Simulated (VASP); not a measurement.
Level of theory: PBEsol GGA, VASP's PBE PAW potentials (set 64) (plane waves; VASP).

VASP input:

**KPOINTS**
```
Automatic
0
Gamma
  11 11 11
```

**POSCAR**
```
TaAl3
1
   -1.9171000000     1.9171000000     4.2512950000
    1.9171000000    -1.9171000000     4.2512950000
    1.9171000000     1.9171000000    -4.2512950000
Ta Al
1 3
Direct
  0.0231690000   0.0109750000   0.0176290000
  0.5044760000   0.5153070000   0.0198630000
  0.7303530000   0.2261620000   0.4712530000
  0.2420030000   0.7475570000   0.4912560000
```

INCAR:
```
GGA = PS   ! PBEsol
LWAVE = .FALSE.
ENCUT = 300   ! plane-wave cut-off (eV)
ALGO = Normal   ! blocked Davidson
SIGMA = 0.1
ISMEAR = 0   ! Gaussian
LMAXMIX = 6   ! l cut-off of mixed one-centre charges
EDIFF = 1E-6   ! SCF stop (eV)
ISIF = 2
PREC = Accurate
LASPH = .TRUE.   ! aspherical one-centre terms
LCHARG = .FALSE.
NELM = 100
LREAL = .FALSE.   ! projection in real space or not
SYSTEM = TaAl3
```

POTCAR, in this order: Ta_pv Al (PBE.64 set). Program: vasp_std.

Output

### OSZICAR
```
       N       E                     dE             d eps       ncg     rms          rms(c)
DAV:   1     0.417543390370E+02    0.41754E+02   -0.72615E+03 20280   0.822E+02
DAV:   2    -0.250264706567E+02   -0.66781E+02   -0.65505E+02 22884   0.193E+02
DAV:   3    -0.267008072638E+02   -0.16743E+01   -0.16415E+01 24756   0.277E+01
DAV:   4    -0.267174479519E+02   -0.16641E-01   -0.16625E-01 21900   0.302E+00
DAV:   5    -0.267176845336E+02   -0.23658E-03   -0.23656E-03 25126   0.368E-01    0.157E+01
DAV:   6    -0.260767958345E+02    0.64089E+00   -0.28170E+00 22128   0.109E+01    0.710E+00
DAV:   7    -0.259756731450E+02    0.10112E+00   -0.17752E-01 21030   0.245E+00    0.312E+00
DAV:   8    -0.259516399758E+02    0.24033E-01   -0.32543E-02 24702   0.145E+00    0.323E-01
DAV:   9    -0.259510083407E+02    0.63164E-03   -0.21441E-03 23934   0.284E-01    0.151E-01
DAV:  10    -0.259509440101E+02    0.64331E-04   -0.58887E-04 22500   0.181E-01    0.414E-02
DAV:  11    -0.259509295857E+02    0.14424E-04   -0.88961E-05 22716   0.652E-02    0.175E-02
DAV:  12    -0.259509281960E+02    0.13897E-05   -0.40800E-06 22336   0.150E-02    0.220E-03
DAV:  13    -0.259509280516E+02    0.14441E-06   -0.45754E-07 12666   0.514E-03
   1 F= -.25950928E+02 E0= -.25949502E+02  d E =-.285145E-02
```

**OUTCAR**
```
------------------------ aborting loop because EDIFF is reached ----------------------------------------
  FORCE on cell =-STRESS in cart. coord.  units (eV):
  Direction    XX          YY          ZZ          XY          YZ          ZX
  --------------------------------------------------------------------------------------
  Total        0.0766466      0.0927158      0.4352823     -0.0384075      0.2293492      0.3057538
  in kB        1.9648639      2.3768049     11.1586277     -0.9845916      5.8794545      7.8381167
  external PRESSURE =       5.1667655 kB  Pullay stress =       0.0000000 kB
  volume of cell :       62.50
      direct lattice vectors                 reciprocal lattice vectors
    -1.917100000  1.917100000  4.251295000     0.000000000  0.260810599  0.117611222
     1.917100000 -1.917100000  4.251295000     0.260810599  0.000000000  0.117611222
     1.917100000  1.917100000 -4.251295000     0.260810599  0.260810599  0.000000000
 POSITION                                       TOTAL-FORCE (eV/Angst)
 -----------------------------------------------------------------------------------
      0.01042      0.05717      0.07021         0.207445     -0.838937     -1.008414
      0.05884      0.01732      4.25095        -0.604814      0.207806     -0.224119
     -0.06315      1.87002      2.06299         0.544299      0.509897      0.885018
      1.91098     -0.02741      2.11844        -0.146929      0.121234      0.347515
 -----------------------------------------------------------------------------------
    total drift:                               -0.000177      0.000272      0.000138
  FREE ENERGIE OF THE ION-ELECTRON SYSTEM (eV)
  ---------------------------------------------------
  free  energy   TOTEN  =       -25.9509280516 eV

  energy  without entropy=      -25.9480766021  energy(sigma->0) =      -25.94950233
```
(Selected blocks of OUTCAR.)

At this cut-off the stress carries a Pulay error, which pulls relaxed volumes low.

The structure comes from a computed database's TaAl3 entry; how it stands against other phases isn't given here. The cell was not relaxed at this level, atoms are displaced from their ideal sites.
